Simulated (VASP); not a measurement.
Output of a VASP run:

### OSZICAR
```
...
DAV:   6    -0.458015435374E+02    0.24774E-05   -0.40492E-05  2376   0.458E-02    0.107E-02
DAV:   7    -0.458015426241E+02    0.91333E-06   -0.58194E-06  2368   0.214E-02    0.422E-03
DAV:   8    -0.458015424615E+02    0.16262E-06   -0.44428E-06  2080   0.135E-02    0.185E-03
DAV:   9    -0.458015424294E+02    0.32082E-07   -0.25681E-07  1456   0.577E-03
   5 F= -.45801542E+02 E0= -.45801542E+02  d E =-.454040E-02
       N       E                     dE             d eps       ncg     rms          rms(c)
DAV:   1    -0.458012415476E+02    0.30091E-03   -0.23206E-01  1760   0.357E+00    0.791E-02
DAV:   2    -0.458020955079E+02   -0.85396E-03   -0.97733E-03  2112   0.112E+00    0.513E-02
DAV:   3    -0.458020428263E+02    0.52682E-04   -0.33206E-04  2320   0.177E-01    0.329E-02
DAV:   4    -0.458020012609E+02    0.41565E-04   -0.20342E-04  2376   0.121E-01    0.762E-03
DAV:   5    -0.458020032018E+02   -0.19409E-05   -0.34950E-05  1928   0.478E-02    0.466E-03
DAV:   6    -0.458020034340E+02   -0.23216E-06   -0.53747E-06  2520   0.199E-02    0.353E-03
DAV:   7    -0.458020032533E+02    0.18065E-06   -0.12137E-06  1912   0.858E-03    0.207E-03
DAV:   8    -0.458020032674E+02   -0.14104E-07   -0.55427E-07  1768   0.674E-03
   6 F= -.45802003E+02 E0= -.45802003E+02  d E =-.460838E-03
       N       E                     dE             d eps       ncg     rms          rms(c)
DAV:   1    -0.458013854733E+02    0.61778E-03   -0.23455E-01  1760   0.359E+00    0.800E-02
DAV:   2    -0.458022462823E+02   -0.86081E-03   -0.98630E-03  2104   0.113E+00    0.517E-02
DAV:   3    -0.458021931489E+02    0.53133E-04   -0.34135E-04  2336   0.178E-01    0.330E-02
DAV:   4    -0.458021511526E+02    0.41996E-04   -0.20795E-04  2392   0.122E-01    0.783E-03
DAV:   5    -0.458021530121E+02   -0.18594E-05   -0.36394E-05  1896   0.490E-02    0.450E-03
DAV:   6    -0.458021532657E+02   -0.25360E-06   -0.51068E-06  2512   0.201E-02    0.344E-03
DAV:   7    -0.458021531095E+02    0.15616E-06   -0.12987E-06  1960   0.901E-03    0.204E-03
DAV:   8    -0.458021531218E+02   -0.12320E-07   -0.40787E-07  1544   0.623E-03
   7 F= -.45802153E+02 E0= -.45802153E+02  d E =-.610692E-03
       N       E                     dE             d eps       ncg     rms          rms(c)
DAV:   1    -0.458020945564E+02    0.58553E-04   -0.12934E-02  1776   0.844E-01    0.288E-02
DAV:   2    -0.458021739628E+02   -0.79406E-04   -0.93947E-04  2208   0.243E-01    0.245E-02
DAV:   3    -0.458021686822E+02    0.52807E-05   -0.60658E-05  2408   0.784E-02    0.151E-02
DAV:   4    -0.458021667515E+02    0.19306E-05   -0.26849E-05  2336   0.378E-02    0.614E-03
DAV:   5    -0.458021667486E+02    0.29277E-08   -0.43972E-06  2464   0.181E-02    0.265E-03
DAV:   6    -0.458021667376E+02    0.10984E-07   -0.46320E-07  1680   0.611E-03
   8 F= -.45802167E+02 E0= -.45802167E+02  d E =-.136158E-04
       N       E                     dE             d eps       ncg     rms          rms(c)
DAV:   1    -0.458021644434E+02    0.23052E-05   -0.17526E-03  1792   0.311E-01    0.102E-02
DAV:   2    -0.458021749705E+02   -0.10527E-04   -0.12188E-04  2200   0.886E-02    0.893E-03
DAV:   3    -0.458021743025E+02    0.66803E-06   -0.77901E-06  2376   0.282E-02    0.561E-03
DAV:   4    -0.458021740061E+02    0.29631E-06   -0.34174E-06  2328   0.137E-02    0.221E-03
DAV:   5    -0.458021739929E+02    0.13280E-07   -0.35904E-07  1504   0.621E-03
   9 F= -.45802174E+02 E0= -.45802174E+02  d E =-.208710E-04
```

**OUTCAR**
```
------------------------ aborting loop because EDIFF is reached ----------------------------------------
  FORCE on cell =-STRESS in cart. coord.  units (eV):
  Direction    XX          YY          ZZ          XY          YZ          ZX
  --------------------------------------------------------------------------------------
  Total       -3.3681097     -3.3681096     -3.3597176      0.0000000      0.0000000      0.0000000
  in kB      -65.5528851    -65.5528832    -65.3895524      0.0000000      0.0000000      0.0000000
  external PRESSURE =     -65.4984403 kB  Pullay stress =       0.0000000 kB
  volume of cell :       82.32
      direct lattice vectors                 reciprocal lattice vectors
     1.962428501 -3.399025822 -0.000000000     0.254786353 -0.147100971  0.000000000
     1.962428501  3.399025822  0.000000000     0.254786353  0.147100971  0.000000000
    -0.000000000 -0.000000000  6.170590012    -0.000000000 -0.000000000  0.162059057
 POSITION                                       TOTAL-FORCE (eV/Angst)
 -----------------------------------------------------------------------------------
      1.96243      1.13301      1.53376         0.000000      0.000000      0.000173
      1.96243     -1.13301      4.63683         0.000000     -0.000000     -0.000173
      0.00000      0.00000      0.00000        -0.000000      0.000000      0.000000
      1.96243      1.13301      3.97282        -0.000000      0.000000      0.000754
      1.96243     -1.13301      2.19777         0.000000     -0.000000     -0.000754
 -----------------------------------------------------------------------------------
    total drift:                                0.000000     -0.000000      0.000000
  FREE ENERGIE OF THE ION-ELECTRON SYSTEM (eV)
  ---------------------------------------------------
  free  energy   TOTEN  =       -45.8021739929 eV

  energy  without entropy=      -45.8021739929  energy(sigma->0) =      -45.80217399

 reached required accuracy - stopping structural energy minimisation
```
(Selected blocks of OUTCAR.)

### POSCAR
```
La2O3
1
    1.9796202638    -3.4288027878     0.0000000000
    1.9796202638     3.4288027878     0.0000000000
    0.0000000000     0.0000000000     6.0638800342
La O
2 3
Direct
  0.3333330000   0.6666670000   0.2438360648
  0.6666670000   0.3333330000   0.7561639352
  0.0000000000   0.0000000000   1.0000000000
  0.3333330000   0.6666670000   0.6464247534
  0.6666670000   0.3333330000   0.3535752466
```

Task: Write an INCAR and KPOINTS that could have produced this output.

Result: One answer among several that fit: the input of the run itself, LDA (Ceperley-Alder, Perdew-Zunger), plane waves, VASP's LDA PAW potentials (set 64).

**INCAR**
```
# general
SYSTEM   =  La2O3
PREC     =  Accurate
ENCUT    =  520
LREAL    =  .False.
LASPH    =  .True.   # aspherical one-centre terms

# electronic loop
EDIFF    =  1E-7
NELM     =  100   # most electronic steps
ALGO     =  Normal
LMAXMIX  =  6   # l cut-off of mixed one-centre charges

# smearing
ISMEAR   =  0   # Gaussian
SIGMA    =  0.05   # width (eV)

# ions
IBRION   =  2
NSW      =  30
ISIF     =  4
EDIFFG   =  -0.01

# output
LWAVE    =  .False.
LCHARG   =  .False.
```

**KPOINTS**
```
Automatic mesh
0
Gamma
7 7 4
0 0 0
```

POTCAR, in this order: La O (LDA.64 set). Program: vasp_std.

The compound is La2O3 in the a-type structure. This cell is one point of a volume scan, at 1.06 of the reference volume. Symmetry was kept, so distortions that lower it aren't found.
